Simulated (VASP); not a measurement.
VASP input:

**KPOINTS**
```
K-points
0
gamma
  8 8 5
```

INCAR:
```
ALGO  =  Normal
EDIFF  =  1E-6
ENCUT  =  400
GGA  =  PE
ISIF  =  2
ISMEAR  =  0
LASPH  =  T
LCHARG  =  F
LMAXMIX  =  4
LREAL  =  F
LWAVE  =  F
NELM  =  100
PREC  =  Accurate
SIGMA  =  0.05
SYSTEM  =  BiN
```

POSCAR:
```
BiN
1
    3.6248330000     0.0000000000     0.0000000000
   -1.8124160000     3.1391970000     0.0000000000
    0.0000000000     0.0000000000     5.0521290000
Bi N
2 2
Direct
  0.0000000000   0.0000000000   0.0000000000
  0.0000000000   0.0000000000   0.5000000000
  0.3333330000   0.6666670000   0.2500000000
  0.6666670000   0.3333330000   0.7500000000
```

POTCAR, in this order: Bi_d N (PBE.64 set). Program: vasp_std.

Question: Translate this PBE calculation to Ansatz.

Answer: One equivalent input (not run):
Ansatz 0.2 input:
```yaml
crystal:
  lattice:
    - [3.6248330, 0.0000000, 0.0000000]
    - [-1.8124160, 3.1391970, 0.0000000]
    - [0.0000000, 0.0000000, 5.0521290]
  atoms:
    - { symbol: Bi, position: [0.0000000, 0.0000000, 0.0000000] }
    - { symbol: Bi, position: [0.0000000, 0.0000000, 0.5000000] }
    - { symbol: N, position: [0.3333330, 0.6666670, 0.2500000] }
    - { symbol: N, position: [0.6666670, 0.3333330, 0.7500000] }
kpoints:
  mp_grid: { grid: [8, 8, 5] }
hamiltonian:
  xc: pbe
  pseudopotentials: { kind: paw }
scf:
  occupations: { method: gaussian, width: 0.05 }
  max_iter: 100
output: { forces: true, stress: true, eigenvalues: true }
```
The two are equivalent in intent, not identical: each code has its own PAW files, so the cut-off isn't converted (ENCUT is set for VASP's; basis.ecutwfc is left out, and Ansatz then takes the one that its files recommend); Ansatz stops its SCF on the density residual and VASP on the energy change (EDIFF).

The structure was generated: BiN was put into an ordered model structure, which need not be its known phase. The cell was not relaxed at this level, and its volume differs by -5.9 % from the start's.
